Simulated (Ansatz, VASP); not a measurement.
# Cross-check of ZrTeSe between VASP and Ansatz

Aim: how closely do two programs agree when they are given the same cell, functional and k mesh? The structure shown is the start of the Ansatz relaxation below; VASP solves that cell, so the two are compared at the walk's first step.

Method: plane waves, with VASP 6.6.1 beside it; single point at PBE, in Ansatz 0.2.0.

### Step 1. The structure

The cell holds 3 atoms: 1 Zr, 1 Se and 1 Te. Its edges and angles: a = 3.889 Å, b = 3.977 Å, c = 30.000 Å, α = 90.0°, β = 90.0°, γ = 119.3°. Vacuum lies along c.

### Step 2. Ansatz: relaxation, PBE

Ansatz runs on its PAW soft_1 files.

The two programs are compared at the cell with which this relaxation starts, whose forces are those of its first step.

File input.yaml:

```yaml
crystal:
  lattice:
    - [3.8889826561, 0.0, 0.0]
    - [-1.9444913281, 3.4689965082, 0.0]
    - [0.0, 0.0, 30.0]
  atoms:
    - { symbol: Zr, position: [0.0003976882, 0.0007953765, 0.3367842298] }
    - { symbol: Se, position: [0.3314820546, 0.6629641093, 0.3854257564] }
    - { symbol: Te, position: [0.6681202571, 0.3362405142, 0.2744566805] }
  periodic: [true, true, false]
kpoints:
  mp_grid: { grid: [12, 12, 1] }
hamiltonian:
  xc: pbe
  pseudopotentials: { kind: paw, azcp: { folder: soft_1 } }
scf:
  occupations: { method: methfessel_paxton, width: 0.2 }
output:
  forces: true
  stress: true
  eigenvalues: true
relax:
  adjacent_minimum: "off"
  f_tol: 0.001
  max_steps: 60
```

Command:

```sh
> ansatz run input.yaml --threads 4 --pin off --max-ram 16384MiB --backend cpu --events-out ev --progress --plain --runs-dir out
```

Numbers of over 12 decimals in the logs are rounded to 6 here.

Output:

```text
Warning: output.stress: scf.convergence.dr2_threshold = 1e-9 eV (the default of a walk held to its f_tol) is looser than the 3e-10 eV advised for a printed stress (1e-10 eV for each atom of the cell: 3). What an SCF threshold leaves in a stress goes as its square root, and in the free energy as the threshold itself, and one threshold admits the most on a small cell: [figures from the program's tests cut] Every solve  [...]
Engine: ansatz 0.2.0, aarch64-unknown-linux-gnu
Pseudopotentials: kind: paw
Pseudopotential: Zr, paw, valence charge 12, recommended cutoff 420 eV (normal), soft_1/Zr.paw.azcp
Pseudopotential: Se, paw, valence charge 16, recommended cutoff 420 eV (normal), soft_1/Se.paw.azcp
Pseudopotential: Te, paw, valence charge 16, recommended cutoff 420 eV (normal), soft_1/Te.paw.azcp
Functional definition: PBE
  parameter kappa = 0.804
  parameter beta = 0.066725
  exchange = pbe_x(kappa = kappa, mu = beta*pi^2/3)
  correlation = pbe_c(beta = beta)
Crystal: 3 atoms, lattice volume = 404.726 Å³
Basis set: ecut = 420 eV, 7997 PW (Γ), exchange–correlation on 54×54×432 points (8 copies of the dense FFT grid, shifted against one another)
Bands: 27, of which v1, the nominal top of the filled ones, is band 22 counted from 1 (21 counted from 0)
Symmetry: 2 space group operations
Space group: Cm (ITA 8), of the structure as read, at distance tolerance 7.4e-5 Å
k-points: 43 of 144 (time reversal used)
Non-local potential: Zr, projectors of the file, l = 0: 3, l = 1: 2, l = 2: 2, l = 3: 1
Non-local potential: Se, projectors of the file, l = 0: 2, l = 1: 2, l = 2: 3, l = 3: 1
Non-local potential: Te, projectors of the file, l = 0: 2, l = 1: 2, l = 2: 2, l = 3: 1
PAW form: soft (Blöchl's): semilocal exchange-correlation on the pseudo side does not see the compensation charge
PAW one-centre angular grid: Zr, 590 points (default); XC on 64 Gauss nodes
PAW one-centre angular grid: Se, 590 points (default); XC on 64 Gauss nodes
PAW one-centre angular grid: Te, 590 points (default); XC on 64 Gauss nodes
Initial density: superposition of atomic densities (neutral atoms: chi_scale 0, normalization atom)
Initial wavefunctions: pseudopotential atomic-orbital guess
Functional: x = pbe(κ = 0.804, μ = 0.219515), c = pbe(β = 0.066725)
SCF iter   1: F=—  HF=-16636.706956 eV  |F-HF|=—  |Δ(HF+E_count)|=         —  Δρ=1.49e-2  dr2=1.43e0  ethr=3.10e-3  ⟨swp⟩=12.6  Hψ=7658  notcnv=0
preconditioner: auto → LDOS  [insulator: Δε(μ)=0.196 eV  Ē_g=7.555 eV  σ=0.200 eV  W_gap=0.72  n_scr=38 (ndim 8)  ℏωp=7.4 eV  f_vac=0.752  D(μ)=0.19/eV (n_scr^D=2)  ε∞_Penn≈2.0  β→1.0]
SCF iter   2: F=—  HF=-16636.971375 eV  |F-HF|=—  |Δ(HF+E_count)|=   2.64e-1  S|Δr|=    0.00e0  Δρ=1.60e-2  dr2=2.46e0  ethr=3.10e-3  ⟨swp⟩=4.0  Hψ=3068  notcnv=0  defer=5
SCF iter   3: F=—  HF=-16636.354852 eV  |F-HF|=—  |Δ(HF+E_count)|=   6.17e-1  S|Δr|=    0.00e0  Δρ=2.08e-3  dr2=6.64e-2  ethr=3.10e-3  ⟨swp⟩=4.8  Hψ=3046  notcnv=0  defer=5
SCF iter   4: F=—  HF=-16636.352460 eV  |F-HF|=—  |Δ(HF+E_count)|=   2.39e-3  S|Δr|=    0.00e0  Δρ=1.10e-3  dr2=2.59e-2  ethr=1.51e-4  ⟨swp⟩=2.1  Hψ=1863  notcnv=0  defer=3
SCF iter   5: F=—  HF=-16636.350129 eV  |F-HF|=—  |Δ(HF+E_count)|=   2.33e-3  S|Δr|=    0.00e0  Δρ=4.05e-4  dr2=3.25e-3  ethr=5.90e-5  ⟨swp⟩=2.6  Hψ=1608  notcnv=0  defer=3
SCF iter   6: F=—  HF=-16636.349604 eV  |F-HF|=—  |Δ(HF+E_count)|=   5.25e-4  S|Δr|=    0.00e0  Δρ=1.23e-4  dr2=4.26e-5  ethr=7.39e-6  ⟨swp⟩=2.9  Hψ=1704  notcnv=0  defer=3
SCF iter   7: F=—  HF=-16636.349706 eV  |F-HF|=—  |Δ(HF+E_count)|=   1.02e-4  S|Δr|=    0.00e0  Δρ=4.09e-5  dr2=5.36e-6  ethr=9.68e-8  ⟨swp⟩=3.7  Hψ=2673  notcnv=0  defer=3
SCF iter   8: F=—  HF=-16636.349715 eV  |F-HF|=—  |Δ(HF+E_count)|=   9.03e-6  S|Δr|=    0.00e0  Δρ=1.08e-5  dr2=2.84e-7  ethr=1.22e-8  ⟨swp⟩=3.1  Hψ=1973  notcnv=0  defer=3
SCF iter   9: F=-16636.349717 eV  HF=-16636.349717 eV  |F-HF|=8.70e-8  |Δ(HF+E_count)|=   1.41e-6  S|Δr|=    0.00e0  Δρ=2.19e-6  dr2=2.75e-8  ethr=2.27e-10  ⟨swp⟩=13.3  Hψ=7167  notcnv=0
[...]
SCF iter   2: F=—  HF=-16636.350740 eV  |F-HF|=—  |Δ(HF+E_count)|=   1.74e-3  S|Δr|=    0.00e0  Δρ=9.13e-4  dr2=1.62e-2  ethr=1.11e-5  ⟨swp⟩=3.0  Hψ=1946  notcnv=0  defer=1  recentre
SCF iter   3: F=—  HF=-16636.348236 eV  |F-HF|=—  |Δ(HF+E_count)|=   2.50e-3  S|Δr|=    0.00e0  Δρ=2.46e-4  dr2=1.04e-3  ethr=1.11e-5  ⟨swp⟩=3.3  Hψ=2107  notcnv=0  defer=1
SCF iter   4: F=—  HF=-16636.348123 eV  |F-HF|=—  |Δ(HF+E_count)|=   1.13e-4  S|Δr|=    0.00e0  Δρ=7.34e-5  dr2=5.71e-5  ethr=2.37e-6  ⟨swp⟩=2.2  Hψ=1363  notcnv=0  defer=1
SCF iter   5: F=—  HF=-16636.348206 eV  |F-HF|=—  |Δ(HF+E_count)|=   8.37e-5  S|Δr|=    0.00e0  Δρ=2.34e-5  dr2=1.85e-6  ethr=1.30e-7  ⟨swp⟩=3.3  Hψ=2097  notcnv=0  defer=1
SCF iter   6: F=-16636.348208 eV  HF=-16636.348207 eV  |F-HF|=2.50e-7  |Δ(HF+E_count)|=   1.05e-6  S|Δr|=    0.00e0  Δρ=7.79e-6  dr2=1.74e-7  ethr=9.31e-10  ⟨swp⟩=13.0  Hψ=7110  notcnv=0
SCF 2 converged in 6 iterations: F = -16636.348208 eV  dr2 = 1.74e-7
relax step   2: F+E_penalty+E_count = -16636.34820769 eV  Δ(F+E_penalty+E_count) = +1.509e-3 eV  max|allowed force component| = 1.519e-1 eV/Å  Δτ_max = 0.0290 Å  (6 SCF iters, dr2 threshold 4.10e-7 eV, rejected (line search))
[...]
relax step   3: F+E_penalty+E_count = -16636.35057741 eV  Δ(F+E_penalty+E_count) = -8.606e-4 eV  max|allowed force component| = 5.172e-3 eV/Å  Δτ_max = 0.0110 Å  (8 SCF iters, dr2 threshold 1.00e-7 eV, accepted)
[...]
relax step   4: F+E_penalty+E_count = -16636.35058024 eV  Δ(F+E_penalty+E_count) = -2.829e-6 eV  max|allowed force component| = 2.065e-3 eV/Å  Δτ_max = 0.0006 Å  (5 SCF iters, accepted)
[...]
relax step   5: F+E_penalty+E_count = -16636.35058092 eV  Δ(F+E_penalty+E_count) = -6.755e-7 eV  max|allowed force component| = 4.267e-4 eV/Å  Δτ_max = 0.0003 Å  (5 SCF iters, accepted)
SCF converged after 5 iterations
Stability not checked: this state was not tested for a lower state beside it, because cold or Methfessel-Paxton smearing, or corrected tetrahedra, fill the levels in a way that the test cannot read (fill_not_monotonic; see scf.lower_state_search)
Free energy (F): -16636.350581 eV
Harris-Foulkes:  -16636.350581 eV  (|F-HF|=1.40e-9)
Internal energy: -16636.352404 eV  (E = F + TS)
E sigma→0 (E₀):  -16636.351037 eV
Entropy (-TS):   0.001823 eV (0.608 meV/atom)
Fermi energy:    -4.901220 eV
Step filling:    the computed levels leave a gap of 0.0283 eV = 0.1 smearing widths at the electron count; against every level under it full and every level over it empty, smearing changes F+E_penalty+E_count by +0.327 meV and its σ→0 estimate by -0.129 meV
--- Per-component energies (eV) ---
  E_band       = -1399.937416
  E_kinetic    = 596.724227
  E_local      = -80059.904259  (includes V_loc(G=0)·N_el)
  E_nonlocal   = -214.642232
  E_hartree    = 39666.095499
  E_xc         = -361.715846
  E_vxc        = -374.275359  (∫ρ·V_xc dr)
  E_paw        = -9765.920655  (= ΣΔE_a)
  E_vpaw       = -680.030033  (= ΣTr[D̂ρ^β])
  E_aug_tail   = -0.000311  (compensation charges beyond the density's cutoff)
  E_ewald      = 33503.011173
  E_smearing   = 0.001823  (= −TS)
  E_closure    = -0.000000  (closes the sum)
  Σ components = -16636.350581   (vs F -16636.350581, Δ=0.00e0)
--- Forces (eV/Å), atoms counted from 1 ---
  atom   1  Zr    -0.00000000     0.00042512    -0.00017813
  atom   2  Se     0.00000000    -0.00011579     0.00002433
  atom   3  Te     0.00000000    -0.00031394     0.00015480
  max |Σ_I F_I| component: 4.60e-6 eV/Å
--- 2D stress c σ (N/m, compression-positive) ---
       -0.285061       0.000000       0.000000
        0.000000      -1.424720       0.000000
        0.000000       0.000000       0.000000
  P = ½ c Tr σ = -0.8549 N/m
--- Band table (eV; the first three rows and the last of 43) ---
  k-point 0: bands = [... 18 lower, -7.7620, -6.4381, -4.9414, -4.7584, -4.4547, -4.2745, -3.7461, -1.2542, ... 1 higher]
  k-point 1: bands = [... 18 lower, -7.7378, -6.3045, -5.5970, -5.0784, -4.3203, -3.9383, -3.5418, -1.6201, ... 1 higher]
  k-point 2: bands = [... 18 lower, -7.6807, -6.6518, -6.0531, -5.4736, -4.4117, -3.5178, -3.2623, -2.0512, ... 1 higher]
  k-point 42: bands = [... 18 lower, -8.0594, -7.5208, -7.2659, -6.6670, -3.9579, -3.4248, -2.8146, -1.9495, ... 1 higher]
--- Relaxed structure (5 steps of the walk, 4 accepted, 0 SCFs on fresh bases) ---
  F+E_penalty+E_count = -16636.35058092 eV   max|allowed force component| = 4.267e-4 eV/Å
  cell:  # Å, volume = 404.7260 Å³
    - [3.8889826561, 2.802667874777488e-11, 0.0]
    - [-1.944491328075, 3.468997, 0.0]
    - [0.0, 0.0, 30.0]
  atoms:
    - { symbol: Zr, position: [0.000538897, 0.00107779, 0.336812] }
    - { symbol: Se, position: [0.330664, 0.661329, 0.385098] }
    - { symbol: Te, position: [0.668797, 0.337593, 0.274757] }
```

### Step 3. VASP: single point, PBE, start cell, pair 1

The same cell, functional, mesh and smearing now go to VASP, with its own data sets.

Lines of VASP's logs that name or quote its potential files are left out, and so is its time.

File INCAR:

```
SYSTEM = ZrTeSe
PREC = Accurate
ENCUT = 400
EDIFF = 1E-06
NELM = 120
ISMEAR = 1
SIGMA = 0.2
LREAL = .FALSE.
ALGO = Normal
GGA = PE
NBANDS = 18
LASPH = .TRUE.
LORBIT = 11
LWAVE = .FALSE.
LCHARG = .FALSE.
ISIF = 2
LDIPOL = .TRUE.
IDIPOL = 3
DIPOL = 0.5 0.5 0.332
LVHAR = .TRUE.
GGA_COMPAT = .FALSE.
NELMDL = -8
KPAR = 2
```

File POSCAR:

```
ZrTeSe
1.0
    3.8889826561      0.0000000000      0.0000000000
   -1.9444913281      3.4689965082      0.0000000000
    0.0000000000      0.0000000000     30.0000000000
Zr Se Te
1 1 1
Direct
    0.0003976654      0.0007953309      0.3367842333
    0.3314820287      0.6629640573      0.3854257667
    0.6681201483      0.3362404653      0.2744566667
```

File KPOINTS:

```
Automatic mesh
0
Gamma
12 12 1
0 0 0
```

Potentials, in the order of the species: Zr_sv, Se and Te (PBE family, release 64).

Command:

```sh
> mpirun -np 2 vasp_std
```

Output:

```text
[banner, memory and clock lines left out]
running    2 mpi-ranks, on    1 nodes
 distrk:  each k-point on    1 cores,    2 groups
 distr:  one band on    1 cores,    1 groups

 POSCAR found type information on POSCAR ZrSeTe
 POSCAR found :  3 types and       3 ions
 LDA part: xc-table for (Slater+PW92), standard interpolation
 POSCAR, INCAR and KPOINTS ok, starting setup
 FFT: planning ... GRIDC
 FFT: planning ... GRID_SOFT
 FFT: planning ... GRID
 WAVECAR not read
 entering main loop
       N       E                     dE             d eps       ncg     rms          rms(c)
DAV:   1     0.130736918483E+03    0.13074E+03   -0.87772E+03  2100   0.769E+02
DAV:   2    -0.402677601569E+01   -0.13476E+03   -0.13262E+03  2124   0.181E+02
DAV:   3    -0.194393002342E+02   -0.15413E+02   -0.15376E+02  2920   0.553E+01
DAV:   4    -0.199996126644E+02   -0.56031E+00   -0.55925E+00  2238   0.903E+00
DAV:   5    -0.200145713219E+02   -0.14959E-01   -0.14945E-01  2494   0.160E+00
DAV:   6    -0.200148443124E+02   -0.27299E-03   -0.27295E-03  2216   0.212E-01
DAV:   7    -0.200148510442E+02   -0.67318E-05   -0.67311E-05  2524   0.304E-02
DAV:   8    -0.200148512204E+02   -0.17621E-06   -0.17623E-06  2000   0.467E-03    0.117E+01
DAV:   9    -0.185880866587E+02    0.14268E+01   -0.61920E+00  1728   0.123E+01    0.551E+00
DAV:  10    -0.185256806083E+02    0.62406E-01   -0.87451E-01  2004   0.425E+00    0.230E+00
DAV:  11    -0.185102381506E+02    0.15442E-01   -0.16059E-01  2108   0.202E+00    0.803E-01
DAV:  12    -0.185098577903E+02    0.38036E-03   -0.14470E-02  2098   0.753E-01    0.274E-01
DAV:  13    -0.185090820307E+02    0.77576E-03   -0.16870E-03  2320   0.295E-01    0.118E-01
DAV:  14    -0.185087109233E+02    0.37111E-03   -0.62927E-04  2224   0.134E-01    0.635E-02
[...]
DAV:  20    -0.185089831845E+02   -0.50806E-04   -0.27991E-06  1852   0.505E-03    0.295E-03
DAV:  21    -0.185089946037E+02   -0.11419E-04   -0.12630E-07  1632   0.150E-03    0.118E-03
DAV:  22    -0.185090145499E+02   -0.19946E-04   -0.11665E-06  1658   0.262E-03    0.703E-04
DAV:  23    -0.185090204475E+02   -0.58976E-05   -0.12171E-07  1510   0.105E-03    0.264E-04
DAV:  24    -0.185090266063E+02   -0.61588E-05   -0.22189E-07  1470   0.109E-03    0.230E-04
DAV:  25    -0.185090277727E+02   -0.11664E-05   -0.11194E-08  1344   0.336E-04    0.116E-04
DAV:  26    -0.185090294476E+02   -0.16749E-05   -0.33170E-08  1408   0.443E-04    0.175E-04
DAV:  27    -0.185090297774E+02   -0.32980E-06   -0.41333E-09  1284   0.200E-04
   1 F= -.18509030E+02 E0= -.18509587E+02  d E =0.167214E-02
```

Parts of OUTCAR (step 3):

```text
ion  position               nearest neighbor table
   1  0.000  0.001  0.337-   2 2.70   2 2.70   2 2.72   3 2.94   3 2.94   3 2.97
   2  0.331  0.663  0.385-   1 2.70   1 2.70   1 2.72
   3  0.668  0.336  0.274-   1 2.94   1 2.94   1 2.97

  LATTYP: Found a base centered orthorhombic cell.
 ALAT       =     3.8889826561
 B/A-ratio  =     1.7840123317
 C/A-ratio  =     7.7140997152

 Subroutine GETGRP returns: Found  2 space group operations
 (whereof  2 operations were pure point group operations)

The static configuration has the point symmetry C_1h.

 Found     43 irreducible k-points:

   k-points           NKPTS =     43   k-points in BZ     NKDIM =     43   number of bands    NBANDS=     18

   dimension x,y,z NGX =    28 NGY =   28 NGZ =  196
   dimension x,y,z NGXF=    56 NGYF=   56 NGZF=  392

   ENCUT  =  400.0 eV  29.40 Ry    5.42 a.u.   6.34  6.49 48.92*2*pi/ulx,y,z

   NELECT =      24.0000    total number of electrons

 k-points in reciprocal lattice and weights: Automatic mesh
   0.00000000  0.00000000  0.00000000       0.007
   0.08333333  0.00000000  0.00000000       0.028
   0.16666667 -0.00000000  0.00000000       0.028
   0.25000000 -0.00000000  0.00000000       0.028
   0.33333333 -0.00000000  0.00000000       0.028
   0.41666667  0.00000000  0.00000000       0.028
   0.50000000 -0.00000000  0.00000000       0.014
   0.00000000  0.08333333  0.00000000       0.014
   0.08333333  0.08333333  0.00000000       0.028
[...]
0.16666667  0.41666667  0.00000000       0.014
   0.00000000  0.50000000  0.00000000       0.007

 dipolmoment           0.000000      0.000000     -0.001238 electrons x Angstroem

 average (electrostatic) potential at core
       1 -87.6493       2 -60.9132       3 -96.6024

 E-fermi :  -2.6955

 k-point     1 :       0.0000    0.0000    0.0000
  band No.  band energies     occupation
    ...
      7      -6.9590      2.00000
      8      -5.6766      2.00000
      9      -5.5184      2.00000
     10      -4.2314      2.00000
     11      -2.7204      1.20870
     12      -2.5397      0.03103
     13      -2.2325     -0.00508
     14      -2.0616     -0.00007
     15      -1.5524     -0.00000
     16       0.9467     -0.00000
    ...

 k-point     2 :       0.0833    0.0000    0.0000
  band No.  band energies     occupation
    ...
      8      -5.7671      2.00000
      9      -5.5958      2.00000
     10      -4.0758      2.00000
     11      -3.2485      2.00065
     12      -3.0151      2.04633
     13      -2.0086     -0.00001
     14      -1.8279     -0.00000
     15      -1.3535     -0.00000
     16       0.6245     -0.00000
     17       1.0025     -0.00000
    ...

 k-point     3 :       0.1667   -0.0000    0.0000
  band No.  band energies     occupation
    ...
      8      -6.0864      2.00000
      9      -5.5644      2.00000
     10      -4.3409      2.00000
     11      -3.7911      2.00000
     12      -3.4380      2.00000
     13      -2.1113     -0.00029
     14      -1.3988     -0.00000
     15      -1.0989     -0.00000
     16       0.2061     -0.00000
     17       0.8913     -0.00000
    ...

  Total       -0.3626278     -1.3785940     -0.2495081      0.0000000     -0.0766303      0.0000000
  in kB       -1.4355242     -5.4574006     -0.9877205      0.0000000     -0.3033540      0.0000000
  external PRESSURE =      -2.6268818 kB  Pullay stress =       0.0000000 kB

  energy-cutoff  :      400.00
  volume of cell :      404.73
      direct lattice vectors                 reciprocal lattice vectors
     3.888982656  0.000000000  0.000000000     0.257136657  0.144133901  0.000000000
    -1.944491328  3.468996508  0.000000000     0.000000000  0.288267802  0.000000000
     0.000000000  0.000000000 30.000000000     0.000000000  0.000000000  0.033333333

 POSITION                                       TOTAL-FORCE (eV/Angst)
 -----------------------------------------------------------------------------------
     -0.00000      0.00276     10.10353        -0.000000      0.012406      0.005738
      0.00000      2.29982     11.56277         0.000000     -0.029841     -0.066075
      1.94449      1.16642      8.23370        -0.000000      0.017435      0.060338
 -----------------------------------------------------------------------------------
    total drift:                                0.000095     -0.000293      0.000246

  FREE ENERGIE OF THE ION-ELECTRON SYSTEM (eV)
  ---------------------------------------------------
  free  energy   TOTEN  =       -18.5090297774 eV

  energy  without entropy=      -18.5107019135  energy(sigma->0) =      -18.50958716

 vacuum level on the upper side and lower side of the slab         2.209         2.225

 total charge
# of ion       s       p       d       tot
------------------------------------------
    1        2.162   5.991   1.457   9.610
    2        1.458   2.401   0.024   3.883
    3        1.377   2.019   0.027   3.423
--------------------------------------------------
tot          4.997  10.411   1.508  16.916

[... 3 further parts left out ...]
```

The run ends at a pressure of -0.26 GPa, with forces up to 0.073 eV/Å.

### Step 4. Differences

Known differences besides the potentials themselves: Ansatz cuts the interaction across the vacuum, VASP repeats the sheet with a dipole correction; the data sets hold 44 valence electrons in Ansatz (on its PAW soft_1 files) and 24 in VASP; the cutoff is 420 eV in Ansatz and 400 eV in VASP. Total energies have different zeros and are not compared.

Forces (eV/Å; atoms numbered as in POSCAR):

```tsv
atom	Ansatz x, y, z	VASP x, y, z
Zr1	0.000, 0.012, 0.008	0.000, 0.012, 0.006
Se2	0.000, -0.029, -0.081	0.000, -0.030, -0.066
Te3	0.000, 0.017, 0.073	0.000, 0.017, 0.060
```

The forces differ by 6.6 meV/Å r.m.s., which is 20.5 % of the r.m.s. force of 0.032 eV/Å (both taken over all components). With vacuum in the cell, a pressure given here is an average over mostly empty space and none of the material.

### Step 5. Ansatz: relaxation, PBE

The two programs are compared at the cell with which this relaxation starts, whose forces are those of its first step.

The structure compared here is the start of the Ansatz relaxation; VASP solves that cell, so the two are compared at the walk's first step.

input.yaml, the sections that differ from step 2:

```yaml
crystal:
  lattice:
    - [3.8889826561, 0.0, 0.0]
    - [-1.9444913281, 3.5026760859, 0.0]
    - [0.0, 0.0, 30.0]
  atoms:
    - { symbol: Zr, position: [0.0005388974, 0.0010777948, 0.3368118093] }
    - { symbol: Se, position: [0.3306643925, 0.6613287849, 0.3850977963] }
    - { symbol: Te, position: [0.6687967101, 0.3375934203, 0.2747570611] }
  periodic: [true, true, false]
# kpoints, hamiltonian, scf, output, relax: as in step 2
```

Command:

```sh
> ansatz run input.yaml --threads 4 --pin off --max-ram 16384MiB --backend cpu --events-out ev --progress --plain --runs-dir out
```

Output:

```text
[...]
Crystal: 3 atoms, lattice volume = 408.655 Å³
Basis set: ecut = 420 eV, 8069 PW (Γ), exchange–correlation on 54×54×432 points (8 copies of the dense FFT grid, shifted against one another)
Bands: 27, of which v1, the nominal top of the filled ones, is band 22 counted from 1 (21 counted from 0)
Symmetry: 2 space group operations
[...]
F+E_penalty+E_count = -16636.33712283 eV   max|allowed force component| = 4.662e-4 eV/Å
  cell:  # Å, volume = 408.6554 Å³
    - [3.8889826561, 2.7757191452515584e-11, 0.0]
    - [-1.944491328075, 3.502676, 0.0]
    - [0.0, 0.0, 30.0]
  atoms:
    - { symbol: Zr, position: [0.000701223, 0.00140245, 0.336844] }
    - { symbol: Se, position: [0.329917, 0.659834, 0.384769] }
    - { symbol: Te, position: [0.669382, 0.338764, 0.275053] }
[key lines of the parts left out:]
SCF converged after 6 iterations
Free energy (F): -16636.337123 eV
Fermi energy:    -4.900631 eV
P = ½ c Tr σ = -1.1171 N/m
```

(Part 1 of 2 ends here.)

[Lines on the potential files, build, host, timing and source positions are cut from VASP's logs without a mark.]

[Logs are printed without paths, hosts, clocks, repeated set-up lines and the standing remarks that a program may print on its own settings, such as how far it seeks lower states.]

[Hosts, paths, dates, database ids (printed as entryN), source tags and the programs' standing remarks are cut or masked in the printed files.]
